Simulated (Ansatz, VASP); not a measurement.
# Ga4Ni3 (Ga4Ni3 (Ia-3d)): VASP beside Ansatz

One calculation is typed for both programs; each brings its own data sets. How far apart do they land? The structure shown is the start of the Ansatz relaxation below; VASP solves that cell, so the two are compared at the walk's first step.

Main program and level: Ansatz 0.2.0; plane waves, with VASP 6.6.1 beside it; single point at PBEsol.

## 1. The starting structure

The cell holds 56 atoms: 32 Ga and 24 Ni. Cell: a = 9.942 Å, b = 9.942 Å, c = 9.942 Å, α = 109.5°, β = 109.5°, γ = 109.5°.

## 2. Ansatz: relaxation, PBEsol

Ansatz runs on its default PAW (the set named soft_2) files.

The two programs are compared at the cell with which this relaxation starts, whose forces are those of its first step.

The input, input.yaml:

```yaml
crystal:
  lattice:
    - [-5.739824, 5.739824, 5.739824]
    - [5.739824, -5.739824, 5.739824]
    - [5.739824, 5.739824, -5.739824]
  atoms:
    - { symbol: Ga, position: [0.5, 0.0, 0.0] }
    - { symbol: Ga, position: [0.5, 0.5, 0.0] }
    - { symbol: Ga, position: [0.0, 0.5, 0.5] }
    - { symbol: Ga, position: [0.0, 0.0, 0.0] }
    - { symbol: Ga, position: [0.0, 0.0, 0.5] }
    - { symbol: Ga, position: [0.5, 0.5, 0.5] }
    - { symbol: Ga, position: [0.0, 0.5, 0.0] }
    - { symbol: Ga, position: [0.5, 0.0, 0.5] }
    - { symbol: Ga, position: [0.2623035, 0.75, 0.0123035] }
    - { symbol: Ga, position: [0.25, 0.2623035, 0.0123035] }
    - { symbol: Ga, position: [0.75, 0.2376965, 0.4876965] }
    - { symbol: Ga, position: [0.2623035, 0.0123035, 0.25] }
    - { symbol: Ga, position: [0.2376965, 0.4876965, 0.75] }
    - { symbol: Ga, position: [0.0123035, 0.25, 0.2623035] }
    - { symbol: Ga, position: [0.0123035, 0.2623035, 0.75] }
    - { symbol: Ga, position: [0.25, 0.4876965, 0.2376965] }
    - { symbol: Ga, position: [0.4876965, 0.2376965, 0.25] }
    - { symbol: Ga, position: [0.75, 0.0123035, 0.2623035] }
    - { symbol: Ga, position: [0.2376965, 0.25, 0.4876965] }
    - { symbol: Ga, position: [0.4876965, 0.75, 0.2376965] }
    - { symbol: Ga, position: [0.7376965, 0.25, 0.9876965] }
    - { symbol: Ga, position: [0.75, 0.7376965, 0.9876965] }
    - { symbol: Ga, position: [0.25, 0.7623035, 0.5123035] }
    - { symbol: Ga, position: [0.7376965, 0.9876965, 0.75] }
    - { symbol: Ga, position: [0.7623035, 0.5123035, 0.25] }
    - { symbol: Ga, position: [0.9876965, 0.75, 0.7376965] }
    - { symbol: Ga, position: [0.9876965, 0.7376965, 0.25] }
    - { symbol: Ga, position: [0.75, 0.5123035, 0.7623035] }
    - { symbol: Ga, position: [0.5123035, 0.7623035, 0.75] }
    - { symbol: Ga, position: [0.25, 0.9876965, 0.7376965] }
    - { symbol: Ga, position: [0.7623035, 0.75, 0.5123035] }
    - { symbol: Ga, position: [0.5123035, 0.25, 0.7623035] }
    - { symbol: Ni, position: [0.741904, 0.483808, 0.491904] }
    - { symbol: Ni, position: [0.25, 0.741904, 0.758096] }
    - { symbol: Ni, position: [0.483808, 0.491904, 0.741904] }
    - { symbol: Ni, position: [0.008096, 0.491904, 0.25] }
    - { symbol: Ni, position: [0.491904, 0.741904, 0.483808] }
    - { symbol: Ni, position: [0.758096, 0.25, 0.741904] }
    - { symbol: Ni, position: [0.491904, 0.25, 0.008096] }
    - { symbol: Ni, position: [0.758096, 0.008096, 0.016192] }
    - { symbol: Ni, position: [0.25, 0.008096, 0.491904] }
    - { symbol: Ni, position: [0.016192, 0.758096, 0.008096] }
    - { symbol: Ni, position: [0.741904, 0.758096, 0.25] }
    - { symbol: Ni, position: [0.008096, 0.016192, 0.758096] }
    - { symbol: Ni, position: [0.258096, 0.516192, 0.508096] }
    - { symbol: Ni, position: [0.75, 0.258096, 0.241904] }
    - { symbol: Ni, position: [0.516192, 0.508096, 0.258096] }
    - { symbol: Ni, position: [0.991904, 0.508096, 0.75] }
    - { symbol: Ni, position: [0.508096, 0.258096, 0.516192] }
    - { symbol: Ni, position: [0.241904, 0.75, 0.258096] }
    - { symbol: Ni, position: [0.508096, 0.75, 0.991904] }
    - { symbol: Ni, position: [0.241904, 0.991904, 0.983808] }
    - { symbol: Ni, position: [0.75, 0.991904, 0.508096] }
    - { symbol: Ni, position: [0.983808, 0.241904, 0.991904] }
    - { symbol: Ni, position: [0.258096, 0.241904, 0.75] }
    - { symbol: Ni, position: [0.991904, 0.983808, 0.241904] }
basis:
  ecutwfc: 420
  xc_grid: 2
hamiltonian:
  xc: pbesol
kpoints:
  mp_grid: { grid: [5, 5, 5] }
scf:
  occupations: { method: fermi_dirac, width: 0.05 }
  max_iter: 150
output:
  forces: true
  stress: true
relax:
  f_tol: 0.01
  max_steps: 60
  cell: {}
checkpoint:
  write: "../pbesol.run"
  compress: false
  write_wavefunctions: false
  write_every: 100000
```

Started as:

```
$ ansatz run input.yaml --threads 8 --pin off --max-ram 13189MiB --backend cpu --events-out ev --progress --plain --runs-dir out
```

Numbers of over 12 decimals in the logs are rounded to 6 here.

The program printed:

```text
Engine: ansatz 0.2.0, x86_64-unknown-linux-gnu
Pseudopotentials: kind: paw
Pseudopotential: Ga, paw, valence charge 13, recommended cutoff 420 eV (normal), Ga.paw.azcp
Pseudopotential: Ni, paw, valence charge 18, recommended cutoff 420 eV (normal), Ni.paw.azcp
Functional definition: PBEsol
  exchange = pbesol_x
  correlation = pbesol_c
Crystal: 56 atoms, lattice volume = 756.407 Å³
Basis set: ecut = 420 eV, 14771 PW (Γ), exchange–correlation on 144×144×144 points (8 copies of the dense FFT grid, shifted against one another)
Bands: 509, of which v1, the nominal top of the filled ones, is band 424 counted from 1 (423 counted from 0)
Symmetry: 48 space group operations
Space group: Ia-3d (ITA 230), of the structure as read, at distance tolerance 9.1e-5 Å
k-points: 10 of 125
Non-local potential: Ga, projectors of the file, l = 0: 2, l = 1: 2, l = 2: 3, l = 3: 1
Non-local potential: Ni, projectors of the file, l = 0: 3, l = 1: 2, l = 2: 3, l = 3: 1
PAW form: soft (Blöchl's): semilocal exchange-correlation on the pseudo side does not see the compensation charge
PAW frozen core: Ga, regenerated for the run's functional, and the local potential with it (the file was generated under x = pbe(κ = 0.804, μ = 0.219515), c = pbe(β = 0.066725))
PAW frozen core: Ni, regenerated for the run's functional, and the local potential with it (the file was generated under x = pbe(κ = 0.804, μ = 0.219515), c = pbe(β = 0.066725))
PAW one-centre angular grid: Ga, 590 points (default); XC on 64 Gauss nodes
PAW one-centre angular grid: Ni, 590 points (default); XC on 64 Gauss nodes
Initial density: superposition of atomic densities (neutral atoms: chi_scale 0, normalization atom), corrected by the library's trained network
Initial wavefunctions: pseudopotential atomic-orbital guess
Functional: x = pbesol(κ = 0.804, μ = 0.123457), c = pbesol(β = 0.046)
SCF iter   1: F=—  HF=-259126.291194 eV  |F-HF|=—  |Δ(HF+E_count)|=         —  Δρ=2.03e-2  dr2=2.02e0  ethr=1.77e-3  ⟨swp⟩=5.1  Hψ=16770  notcnv=0  defer=508
preconditioner: auto → LDOS  [metal: Δε(μ)=0.010 eV  Ē_g=13.184 eV  σ=0.050 eV  W_gap=0.05  n_scr=248 (ndim 8)  ℏωp=34.6 eV  f_vac=0.016  D(μ)=23.40/eV (n_scr^D=176)  β→1.0]
SCF iter   2: F=—  HF=-259126.755151 eV  |F-HF|=—  |Δ(HF+E_count)|=   4.64e-1  Δρ=3.08e-2  dr2=4.11e0  ethr=2.39e-4  ⟨swp⟩=3.0  Hψ=11304  notcnv=0  defer=650
SCF iter   3: F=—  HF=-259126.169664 eV  |F-HF|=—  |Δ(HF+E_count)|=   5.85e-1  Δρ=1.29e-2  dr2=7.09e-1  ethr=2.39e-4  ⟨swp⟩=2.4  Hψ=5972  notcnv=0  defer=650
SCF iter   4: F=—  HF=-259126.037721 eV  |F-HF|=—  |Δ(HF+E_count)|=   1.32e-1  Δρ=2.20e-4  dr2=4.42e-4  ethr=8.37e-5  ⟨swp⟩=2.3  Hψ=6088  notcnv=0  defer=650
SCF iter   5: F=—  HF=-259126.038165 eV  |F-HF|=—  |Δ(HF+E_count)|=   4.43e-4  Δρ=1.91e-4  dr2=1.85e-4  ethr=5.22e-8  ⟨swp⟩=2.7  Hψ=9990  notcnv=0  defer=650
SCF iter   6: F=—  HF=-259126.038021 eV  |F-HF|=—  |Δ(HF+E_count)|=   1.43e-4  Δρ=1.05e-4  dr2=7.24e-5  ethr=2.18e-8  ⟨swp⟩=2.0  Hψ=7729  notcnv=0  defer=650
SCF iter   7: F=—  HF=-259126.037563 eV  |F-HF|=—  |Δ(HF+E_count)|=   4.58e-4  Δρ=1.93e-5  dr2=6.15e-6  ethr=8.54e-9  ⟨swp⟩=2.0  Hψ=6010  notcnv=0  defer=650
SCF iter   8: F=—  HF=-259126.037562 eV  |F-HF|=—  |Δ(HF+E_count)|=   1.27e-6  Δρ=7.93e-6  dr2=4.69e-7  ethr=7.25e-10  ⟨swp⟩=2.0  Hψ=6302  notcnv=0  defer=650
SCF iter   9: F=-259126.037562 eV  HF=-259126.037562 eV  |F-HF|=1.01e-7  |Δ(HF+E_count)|=   7.86e-9  Δρ=4.42e-6  dr2=9.40e-8  ethr=1.18e-11  ⟨swp⟩=4.0  Hψ=17672  notcnv=0
SCF 1 converged in 9 iterations: F = -259126.037562 eV  dr2 = 9.40e-8
  greatest PAW one-centre occupation: 1.001 electrons in one spin orbital (limit 2), on the Ni atom at site 55 (counted from 0), in its partial waves of l = 1
relax step   1: F+E_penalty+E_count = -259126.03756202 eV  Δ(F+E_penalty+E_count) = +0.000e0 eV  max|allowed force component| = 8.117e-2 eV/Å  Δτ_max = 0.0000 Å  P = -5.864 GPa  Ω = 756.407 Å³  (9 SCF iters, dr2 threshold 1.00e-7 eV, accepted)
Crystal: 56 atoms, lattice volume = 734.140 Å³
Basis set: ecut = 420 eV, 14363 PW (Γ), exchange–correlation on 144×144×144 points (8 copies of the dense FFT grid, shifted against one another)
Initial density: handed on by an earlier stage of this run
Initial wavefunctions: those handed on with the density
iter 1 solved again at ethr=5.76e-6 eV; its pass at ethr=3.10e-3 eV (dr2=4.88e-2 eV) is discarded
SCF iter   1: F=—  HF=-259126.604894 eV  |F-HF|=—  |Δ(HF+E_count)|=         —  Δρ=1.74e-3  dr2=4.90e-2  ethr=5.76e-6  ⟨swp⟩=2.1  Hψ=25842  notcnv=0
preconditioner: auto → LDOS  [metal: Δε(μ)=0.018 eV  Ē_g=13.393 eV  σ=0.050 eV  W_gap=0.09  n_scr=248 (ndim 8)  ℏωp=35.1 eV  f_vac=0.013  D(μ)=23.02/eV (n_scr^D=176)  β→1.0]
SCF iter   2: F=—  HF=-259126.596261 eV  |F-HF|=—  |Δ(HF+E_count)|=   8.63e-3  Δρ=1.96e-3  dr2=1.71e-2  ethr=5.76e-6  ⟨swp⟩=2.0  Hψ=9220  notcnv=0
[...]
Internal energy: -259126.447626 eV  (E = F + TS)
E sigma→0 (E₀):  -259126.540663 eV
Entropy (-TS):   -0.186074 eV (-3.323 meV/atom)
Fermi energy:    15.119211 eV
--- Per-component energies (eV) ---
  E_band       = -7256.729849
  E_kinetic    = 10617.991267
  E_local      = -148446.528742  (includes V_loc(G=0)·N_el)
  E_nonlocal   = 28975.596543
  E_hartree    = 66007.890147
  E_xc         = -4264.718700
  E_vxc        = -4543.670817  (∫ρ·V_xc dr)
  E_paw        = -100744.350711  (= ΣΔE_a)
  E_vpaw       = -25875.906877  (= ΣTr[D̂ρ^β])
  E_aug_tail   = 0.008171  (compensation charges beyond the density's cutoff)
  E_ewald      = -111304.685824
  E_core_change = 32.350223  (= ΣΔE_core)
  E_smearing   = -0.186074  (= −TS)
  E_closure    = 0.000000  (closes the sum)
  Σ components = -259126.633700   (vs F -259126.633700, Δ=0.00e0)
--- Forces (eV/Å), atoms counted from 1 ---
  atom   1  Ga     0.00000000    -0.00000000    -0.00000000
  atom   2  Ga    -0.00000000     0.00000000     0.00000000
  atom   3  Ga    -0.00000000     0.00000000    -0.00000000
  atom   4  Ga     0.00000000     0.00000000    -0.00000000
  atom   5  Ga     0.00000000     0.00000000     0.00000000
  atom   6  Ga    -0.00000000    -0.00000000     0.00000000
  atom   7  Ga     0.00000000     0.00000000    -0.00000000
  atom   8  Ga     0.00000000     0.00000000     0.00000000
  atom   9  Ga     0.00000000     0.00042065     0.00000000
  atom  10  Ga     0.00042065    -0.00000000     0.00000000
  atom  11  Ga    -0.00042065     0.00000000     0.00000000
  atom  12  Ga    -0.00000000     0.00000000     0.00042065
  atom  13  Ga    -0.00000000    -0.00000000    -0.00042065
  atom  14  Ga    -0.00000000     0.00042065     0.00000000
  atom  15  Ga     0.00000000    -0.00000000     0.00042065
  atom  16  Ga    -0.00042065    -0.00000000     0.00000000
  atom  17  Ga    -0.00000000     0.00000000    -0.00042065
  atom  18  Ga     0.00042065     0.00000000     0.00000000
  atom  19  Ga    -0.00000000    -0.00042065     0.00000000
  atom  20  Ga     0.00000000    -0.00042065    -0.00000000
  atom  21  Ga     0.00000000    -0.00042065    -0.00000000
  atom  22  Ga    -0.00042065     0.00000000    -0.00000000
  atom  23  Ga     0.00042065    -0.00000000    -0.00000000
  atom  24  Ga    -0.00000000     0.00000000    -0.00042065
[...]
atom  49  Ni     0.00011099     0.00011099     0.00000000
  atom  50  Ni     0.00011099     0.00000000    -0.00011099
  atom  51  Ni    -0.00011099     0.00000000     0.00011099
  atom  52  Ni    -0.00011099    -0.00011099    -0.00000000
  atom  53  Ni    -0.00000000     0.00011099    -0.00011099
  atom  54  Ni     0.00000000    -0.00011099    -0.00011099
  atom  55  Ni    -0.00011099     0.00011099    -0.00000000
  atom  56  Ni    -0.00011099    -0.00000000    -0.00011099
  max |Σ_I F_I| component: 1.13e-17 eV/Å
--- Stress (GPa, compression-positive) ---
        0.006098       0.000000      -0.000000
       -0.000000       0.006098       0.000000
       -0.000000      -0.000000       0.006098
  P = ⅓ Tr σ = 0.0061 GPa (0.061 kbar)
--- Relaxed structure (4 steps of the walk, 4 accepted, 1 SCFs on fresh bases) ---
  F+E_penalty+E_count = -259126.63370002 eV   max|allowed force component| = 4.206e-4 eV/Å   (the final SCF, on the basis selected at the relaxed cell)
  cell:  # Å, volume = 725.1599 Å³
    - [-5.659672, 5.659672, 5.659672]
    - [5.659672, -5.659672, 5.659672]
    - [5.659672, 5.659672, -5.659672]
  atoms:
    - { symbol: Ga, position: [0.500000, 0.0, 0.0] }
    - { symbol: Ga, position: [0.500000, 0.500000, 0] }
    - { symbol: Ga, position: [0, 0.500000, 0.500000] }
    - { symbol: Ga, position: [0, 0, 0] }
    - { symbol: Ga, position: [0.0, 0.0, 0.500000] }
    - { symbol: Ga, position: [0.500000, 0.500000, 0.500000] }
    - { symbol: Ga, position: [0.0, 0.500000, 0.0] }
    - { symbol: Ga, position: [0.500000, 0, 0.500000] }
    - { symbol: Ga, position: [0.262216, 0.750000, 0.012216] }
    - { symbol: Ga, position: [0.250000, 0.262216, 0.012216] }
    - { symbol: Ga, position: [0.750000, 0.237784, 0.487784] }
    - { symbol: Ga, position: [0.262216, 0.012216, 0.250000] }
    - { symbol: Ga, position: [0.237784, 0.487784, 0.75] }
    - { symbol: Ga, position: [0.012216, 0.250000, 0.262216] }
    - { symbol: Ga, position: [0.012216, 0.262216, 0.75] }
    - { symbol: Ga, position: [0.25, 0.487784, 0.237784] }
    - { symbol: Ga, position: [0.487784, 0.237784, 0.250000] }
    - { symbol: Ga, position: [0.75, 0.012216, 0.262216] }
    - { symbol: Ga, position: [0.237784, 0.250000, 0.487784] }
    - { symbol: Ga, position: [0.487784, 0.750000, 0.237784] }
    - { symbol: Ga, position: [0.737784, 0.250000, 0.987784] }
    - { symbol: Ga, position: [0.75, 0.737784, 0.987784] }
    - { symbol: Ga, position: [0.250000, 0.762216, 0.512216] }
    - { symbol: Ga, position: [0.737784, 0.987784, 0.75] }
    - { symbol: Ga, position: [0.762216, 0.512216, 0.250000] }
    - { symbol: Ga, position: [0.987784, 0.75, 0.737784] }
    - { symbol: Ga, position: [0.987784, 0.737784, 0.250000] }
    - { symbol: Ga, position: [0.75, 0.512216, 0.762216] }
    - { symbol: Ga, position: [0.512216, 0.762216, 0.75] }
    - { symbol: Ga, position: [0.250000, 0.987784, 0.737784] }
    - { symbol: Ga, position: [0.762216, 0.750000, 0.512216] }
    - { symbol: Ga, position: [0.512216, 0.25, 0.762216] }
    - { symbol: Ni, position: [0.741964, 0.483928, 0.491964] }
    - { symbol: Ni, position: [0.250000, 0.741964, 0.758036] }
    - { symbol: Ni, position: [0.483928, 0.491964, 0.741964] }
    - { symbol: Ni, position: [0.008036, 0.491964, 0.25] }
    - { symbol: Ni, position: [0.491964, 0.741964, 0.483928] }
    - { symbol: Ni, position: [0.758036, 0.250000, 0.741964] }
    - { symbol: Ni, position: [0.491964, 0.250000, 0.008036] }
    - { symbol: Ni, position: [0.758036, 0.008036, 0.016072] }
    - { symbol: Ni, position: [0.250000, 0.008036, 0.491964] }
    - { symbol: Ni, position: [0.016072, 0.758036, 0.008036] }
    - { symbol: Ni, position: [0.741964, 0.758036, 0.250000] }
    - { symbol: Ni, position: [0.008036, 0.016072, 0.758036] }
    - { symbol: Ni, position: [0.258036, 0.516072, 0.508036] }
    - { symbol: Ni, position: [0.750000, 0.258036, 0.241964] }
    - { symbol: Ni, position: [0.516072, 0.508036, 0.258036] }
    - { symbol: Ni, position: [0.991964, 0.508036, 0.75] }
    - { symbol: Ni, position: [0.508036, 0.258036, 0.516072] }
    - { symbol: Ni, position: [0.241964, 0.750000, 0.258036] }
    - { symbol: Ni, position: [0.508036, 0.75, 0.991964] }
    - { symbol: Ni, position: [0.241964, 0.991964, 0.983928] }
    - { symbol: Ni, position: [0.75, 0.991964, 0.508036] }
    - { symbol: Ni, position: [0.983928, 0.241964, 0.991964] }
    - { symbol: Ni, position: [0.258036, 0.241964, 0.750000] }
    - { symbol: Ni, position: [0.991964, 0.983928, 0.241964] }
```

[end of part 1 of 2]

[Lines on the potential files, build, host, timing and source positions are cut from VASP's logs without a mark.]

[Logs are printed without paths, hosts, clocks, repeated set-up lines and the standing remarks that a program may print on its own settings, such as how far it seeks lower states.]

[Hosts, paths, dates, database ids (printed as entryN), source tags and the programs' standing remarks are cut or masked in the printed files.]
